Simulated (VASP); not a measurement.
OSZICAR of a VASP run on ZnS:

OSZICAR:
```
...
DAV:   3    -0.441216238394E+02   -0.28322E-02   -0.18414E-01  1360   0.619E+00    0.923E-01
DAV:   4    -0.441208574435E+02    0.76640E-03   -0.18224E-02  1424   0.267E+00    0.688E-01
DAV:   5    -0.441206410799E+02    0.21636E-03   -0.92852E-03  1424   0.767E-01    0.249E-01
DAV:   6    -0.441210571853E+02   -0.41611E-03   -0.54636E-03  1416   0.993E-01    0.815E-02
DAV:   7    -0.441211132907E+02   -0.56105E-04   -0.38503E-04  1520   0.314E-01    0.594E-02
DAV:   8    -0.441211501066E+02   -0.36816E-04   -0.16640E-04  1336   0.125E-01    0.402E-02
DAV:   9    -0.441211821112E+02   -0.32005E-04   -0.47154E-05  1256   0.870E-02    0.169E-02
DAV:  10    -0.441212134114E+02   -0.31300E-04   -0.20749E-05   888   0.575E-02    0.667E-03
DAV:  11    -0.441212341617E+02   -0.20750E-04   -0.66932E-06   912   0.295E-02    0.567E-03
DAV:  12    -0.441212478694E+02   -0.13708E-04   -0.36429E-06   880   0.168E-02    0.543E-03
DAV:  13    -0.441212695893E+02   -0.21720E-04   -0.46717E-06   880   0.199E-02    0.229E-03
DAV:  14    -0.441212749667E+02   -0.53773E-05   -0.10989E-06   880   0.674E-03
   6 F= -.44121275E+02 E0= -.44121275E+02  d E =-.319103E+00
       N       E                     dE             d eps       ncg     rms          rms(c)
DAV:   1    -0.441140357536E+02    0.72338E-02   -0.16042E+01  1160   0.167E+01    0.798E-01
DAV:   2    -0.441274953042E+02   -0.13460E-01   -0.15118E-01  1376   0.230E+00    0.313E-01
DAV:   3    -0.441275472587E+02   -0.51954E-04   -0.98132E-03  1352   0.130E+00    0.250E-01
DAV:   4    -0.441274585795E+02    0.88679E-04   -0.10645E-03  1496   0.692E-01    0.172E-01
DAV:   5    -0.441274569229E+02    0.16566E-05   -0.78595E-04  1696   0.229E-01    0.595E-02
DAV:   6    -0.441274924083E+02   -0.35485E-04   -0.34941E-04  1384   0.223E-01    0.254E-02
DAV:   7    -0.441274963756E+02   -0.39673E-05   -0.26864E-05   872   0.324E-02
   7 F= -.44127496E+02 E0= -.44127496E+02  d E =-.325325E+00
       N       E                     dE             d eps       ncg     rms          rms(c)
DAV:   1    -0.441274086164E+02    0.83792E-04   -0.45630E-01  1168   0.280E+00    0.131E-01
DAV:   2    -0.441277610273E+02   -0.35241E-03   -0.39317E-03  1328   0.320E-01    0.509E-02
DAV:   3    -0.441277644758E+02   -0.34485E-05   -0.20556E-04  1360   0.171E-01    0.420E-02
DAV:   4    -0.441277644416E+02    0.34246E-07   -0.21586E-05   864   0.113E-01
   8 F= -.44127764E+02 E0= -.44127764E+02  d E =-.325593E+00
       N       E                     dE             d eps       ncg     rms          rms(c)
DAV:   1    -0.441310281056E+02   -0.32636E-02   -0.14339E+01  1160   0.159E+01    0.107E+00
DAV:   2    -0.441464365302E+02   -0.15408E-01   -0.17098E-01  1368   0.260E+00    0.379E-01
DAV:   3    -0.441465433230E+02   -0.10679E-03   -0.11759E-02  1360   0.125E+00    0.292E-01
DAV:   4    -0.441463493806E+02    0.19394E-03   -0.13641E-03  1440   0.890E-01    0.194E-01
DAV:   5    -0.441463068034E+02    0.42577E-04   -0.11308E-03  1696   0.273E-01    0.649E-02
DAV:   6    -0.441463274793E+02   -0.20676E-04   -0.45712E-04  1440   0.286E-01    0.496E-02
DAV:   7    -0.441463238299E+02    0.36494E-05   -0.40140E-05  1144   0.432E-02
   9 F= -.44146324E+02 E0= -.44146324E+02  d E =-.185594E-01
       N       E                     dE             d eps       ncg     rms          rms(c)
DAV:   1    -0.441462821919E+02    0.45287E-04   -0.54380E-01  1160   0.309E+00    0.220E-01
DAV:   2    -0.441468704840E+02   -0.58829E-03   -0.65654E-03  1368   0.476E-01    0.733E-02
DAV:   3    -0.441468737587E+02   -0.32746E-05   -0.40886E-04  1360   0.226E-01    0.540E-02
DAV:   4    -0.441468668780E+02    0.68807E-05   -0.52857E-05  1304   0.186E-01
  10 F= -.44146867E+02 E0= -.44146867E+02  d E =-.191024E-01
       N       E                     dE             d eps       ncg     rms          rms(c)
DAV:   1    -0.441549063902E+02   -0.80326E-02   -0.13913E+01  1168   0.156E+01    0.463E-01
DAV:   2    -0.441627149723E+02   -0.78086E-02   -0.88462E-02  1352   0.157E+00    0.278E-01
DAV:   3    -0.441626330193E+02    0.81953E-04   -0.35034E-03  1416   0.620E-01    0.232E-01
DAV:   4    -0.441625618526E+02    0.71167E-04   -0.64123E-04  1480   0.572E-01    0.164E-01
DAV:   5    -0.441625131736E+02    0.48679E-04   -0.42782E-04  1768   0.266E-01    0.605E-02
DAV:   6    -0.441625432277E+02   -0.30054E-04   -0.36467E-04  1416   0.155E-01    0.376E-02
DAV:   7    -0.441625479399E+02   -0.47123E-05   -0.78135E-05  1280   0.646E-02
  11 F= -.44162548E+02 E0= -.44162548E+02  d E =-.156811E-01
       N       E                     dE             d eps       ncg     rms          rms(c)
DAV:   1    -0.441624460655E+02    0.97162E-04   -0.91732E+00  1168   0.127E+01    0.385E-01
DAV:   2    -0.441675374213E+02   -0.50914E-02   -0.58194E-02  1360   0.126E+00    0.222E-01
DAV:   3    -0.441674755827E+02    0.61839E-04   -0.22323E-03  1416   0.565E-01    0.183E-01
DAV:   4    -0.441674357924E+02    0.39790E-04   -0.49092E-04  1448   0.465E-01    0.129E-01
DAV:   5    -0.441674098326E+02    0.25960E-04   -0.29070E-04  1728   0.251E-01    0.444E-02
DAV:   6    -0.441674344332E+02   -0.24601E-04   -0.26699E-04  1424   0.150E-01    0.288E-02
DAV:   7    -0.441674388362E+02   -0.44030E-05   -0.46316E-05  1168   0.579E-02
  12 F= -.44167439E+02 E0= -.44167439E+02  d E =-.205720E-01
       N       E                     dE             d eps       ncg     rms          rms(c)
DAV:   1    -0.441627929504E+02    0.46415E-02   -0.11748E+01  1152   0.144E+01    0.945E-01
DAV:   2    -0.441781312356E+02   -0.15338E-01   -0.17025E-01  1320   0.199E+00    0.359E-01
DAV:   3    -0.441778166004E+02    0.31464E-03   -0.58115E-03  1352   0.647E-01    0.298E-01
DAV:   4    -0.441775917690E+02    0.22483E-03   -0.94269E-04  1568   0.697E-01    0.191E-01
DAV:   5    -0.441775569921E+02    0.34777E-04   -0.75587E-04  1360   0.127E-01    0.654E-02
DAV:   6    -0.441775769753E+02   -0.19983E-04   -0.12433E-04  1272   0.830E-02    0.371E-02
DAV:   7    -0.441775764063E+02    0.56900E-06   -0.21943E-05   832   0.661E-02
  13 F= -.44177576E+02 E0= -.44177576E+02  d E =-.101376E-01
       N       E                     dE             d eps       ncg     rms          rms(c)
DAV:   1    -0.441772729148E+02    0.30406E-03   -0.61087E-01  1152   0.328E+00    0.220E-01
DAV:   2    -0.441780747003E+02   -0.80179E-03   -0.89130E-03  1328   0.462E-01    0.790E-02
DAV:   3    -0.441780614184E+02    0.13282E-04   -0.32945E-04  1360   0.175E-01    0.650E-02
DAV:   4    -0.441780526370E+02    0.87814E-05   -0.47623E-05  1296   0.156E-01
  14 F= -.44178053E+02 E0= -.44178053E+02  d E =-.106138E-01
       N       E                     dE             d eps       ncg     rms          rms(c)
DAV:   1    -0.441769002198E+02    0.11612E-02   -0.65199E-01  1152   0.321E+00    0.362E-01
DAV:   2    -0.441792583125E+02   -0.23581E-02   -0.26058E-02  1344   0.766E-01    0.133E-01
DAV:   3    -0.441791960078E+02    0.62305E-04   -0.73041E-04  1344   0.250E-01    0.109E-01
DAV:   4    -0.441791599464E+02    0.36061E-04   -0.14131E-04  1488   0.224E-01    0.686E-02
DAV:   5    -0.441791597657E+02    0.18075E-06   -0.13085E-04  1488   0.863E-02    0.163E-02
DAV:   6    -0.441791620704E+02   -0.23047E-05   -0.18697E-05   936   0.400E-02
  15 F= -.44179162E+02 E0= -.44179162E+02  d E =-.110943E-02
       N       E                     dE             d eps       ncg     rms          rms(c)
DAV:   1    -0.441791531460E+02    0.66197E-05   -0.43124E-03  1184   0.264E-01    0.207E-02
DAV:   2    -0.441791683377E+02   -0.15192E-04   -0.15984E-04  1248   0.755E-02    0.168E-02
DAV:   3    -0.441791683173E+02    0.20440E-07   -0.71514E-06   704   0.238E-02    0.139E-02
DAV:   4    -0.441791682523E+02    0.64954E-07   -0.10948E-06   648   0.140E-02
  16 F= -.44179168E+02 E0= -.44179168E+02  d E =-.111562E-02
       N       E                     dE             d eps       ncg     rms          rms(c)
DAV:   1    -0.441792399297E+02   -0.71612E-04   -0.76932E-01  1152   0.369E+00    0.160E-01
DAV:   2    -0.441798888685E+02   -0.64894E-03   -0.75507E-03  1360   0.405E-01    0.710E-02
DAV:   3    -0.441798813066E+02    0.75620E-05   -0.37636E-04  1360   0.158E-01    0.593E-02
DAV:   4    -0.441798705963E+02    0.10710E-04   -0.48634E-05  1280   0.188E-01    0.377E-02
DAV:   5    -0.441798663703E+02    0.42260E-05   -0.37998E-05  1072   0.758E-02
  17 F= -.44179866E+02 E0= -.44179866E+02  d E =-.698118E-03
       N       E                     dE             d eps       ncg     rms          rms(c)
DAV:   1    -0.441798642997E+02    0.62965E-05   -0.93267E-02  1160   0.129E+00    0.631E-02
DAV:   2    -0.441799430104E+02   -0.78711E-04   -0.97463E-04  1400   0.129E-01    0.219E-02
DAV:   3    -0.441799412728E+02    0.17376E-05   -0.27337E-05  1008   0.414E-02    0.161E-02
DAV:   4    -0.441799414120E+02   -0.13915E-06   -0.12027E-05   736   0.242E-02
  18 F= -.44179941E+02 E0= -.44179941E+02  d E =-.773160E-03
       N       E                     dE             d eps       ncg     rms          rms(c)
DAV:   1    -0.441793688380E+02    0.57243E-03   -0.37641E-01  1152   0.248E+00    0.232E-01
DAV:   2    -0.441804236754E+02   -0.10548E-02   -0.11657E-02  1344   0.499E-01    0.873E-02
DAV:   3    -0.441803968195E+02    0.26856E-04   -0.37034E-04  1336   0.184E-01    0.681E-02
DAV:   4    -0.441803828588E+02    0.13961E-04   -0.71517E-05  1400   0.169E-01    0.452E-02
DAV:   5    -0.441803840354E+02   -0.11766E-05   -0.56782E-05  1200   0.351E-02
  19 F= -.44180384E+02 E0= -.44180384E+02  d E =-.442623E-03
```

Which electronic solver shows in the log?

It is blocked Davidson (ALGO = Normal, or the opening steps of other solvers). The INCAR had ALGO = Normal.

Can the final energy be trusted as converged?

The run converged. It stopped with EDIFF = 1E-5, NELM = 100, NSW = 50 and EDIFFG = -0.03 after 19 ionic steps (PBEsol GGA, plane waves, VASP's PBE PAW potentials (set 64)).

The cell is a thin slab with vacuum, built from ZnS (zinc blende): (110) face.
